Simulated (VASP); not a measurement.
Consider the following.

```
CELL_PARAMETERS angstrom
      0.00000     3.01462     3.01462
      3.01462     0.00000     3.01462
      3.01462     3.01462     0.00000
ATOMIC_POSITIONS crystal
  Sr 0.00000 0.00000 0.00000
```

Calculation: PBEsol GGA, VASP's PBE PAW potentials (set 64) (plane waves; VASP 6.6.1). Settings: 520 eV cut-off, 8×8×8 Γ-centred mesh, Gaussian smearing of 0.050 eV, potentials Sr_sv.

Task: Predict the energy per atom (σ→0), band gap (on the k-mesh) with the smallest direct gap where there is one.

Result: 
```yaml
band gap (on the k-mesh): none (metal, semimetal or under 0.01 eV)
energy per atom (σ→0): -1.839 eV/atom
```

The absolute energy has meaning only against runs of the same code, potentials and settings.

The compound is Sr in the fcc structure. This cell is one point of a volume scan, at 1.06 of the reference volume.
